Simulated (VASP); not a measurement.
An input for Quantum ESPRESSO's pw.x (written as the equivalent of a VASP run, and not itself run):

```
&CONTROL
  calculation = 'scf'
  pseudo_dir = './pseudo'
  outdir = './out'
  tprnfor = .true.
  tstress = .true.
/
&SYSTEM
  ibrav = 0
  nat = 2
  ntyp = 2
  ecutwfc = 80
  occupations = 'tetrahedra'
  input_dft = 'revpbe'
/
&ELECTRONS
  conv_thr = 7.3e-09
  electron_maxstep = 100
/
ATOMIC_SPECIES
  In 114.818 In.upf
  Sb 121.760 Sb.upf
CELL_PARAMETERS angstrom
     0.0000000    3.3473218    3.3473218
     3.3473218    0.0000000    3.3473218
     3.3473218    3.3473218    0.0000000
ATOMIC_POSITIONS crystal
  In   0.0000000  0.0000000  0.0000000
  Sb   0.2500000  0.2500000  0.2500000
K_POINTS automatic
  11 11 11 0 0 0
```

Question: Write the VASP files for the same calculation (revPBE).

Answer: Several could match; the one computed here: 
### POSCAR
```
InSb
4.7338280
  0.0000000000   0.7071067707   0.7071067707
  0.7071067707   0.0000000000   0.7071067707
  0.7071067707   0.7071067707   0.0000000000
In Sb
1 1
Cartesian
  0.0000000000   0.0000000000   0.0000000000
  0.3535533853   0.3535533853   0.3535533853
```

INCAR:
```
! general
SYSTEM   =  InSb
PREC     =  Accurate
ENCUT    =  520   ! plane-wave cut-off (eV)
LREAL    =  .FALSE.
LASPH    =  .TRUE.   ! aspherical one-centre terms

! electronic loop
EDIFF    =  1E-7   ! SCF stop (eV)
NELM     =  100   ! most electronic steps
ALGO     =  Normal   ! blocked Davidson
LMAXMIX  =  4   ! l cut-off of mixed one-centre charges

! smearing
ISMEAR   =  -5   ! tetrahedra, Bloechl

! functional
GGA      =  RE

! ions
ISIF     =  2   ! forces and stress, cell fixed

! output
LWAVE    =  .FALSE.
LCHARG   =  .TRUE.
LORBIT   =  11   ! lm-projected
NEDOS    =  601
```

File KPOINTS:
```
Automatic mesh
0
Gamma
11 11 11
0 0 0
```

POTCAR, in this order: In_d Sb (PBE.64 set). Program: vasp_std.

Limits of the translation: the potentials are each code's own (VASP's PAW set, PseudoDojo norm-conserving files in pw.x), so ENCUT and ecutwfc are chosen apart and not converted; conv_thr bounds pw.x's estimated SCF error, while EDIFF bounds the energy change between steps.

The compound is InSb in the zinc blende structure. It was relaxed first, which changed the volume by +10 %.
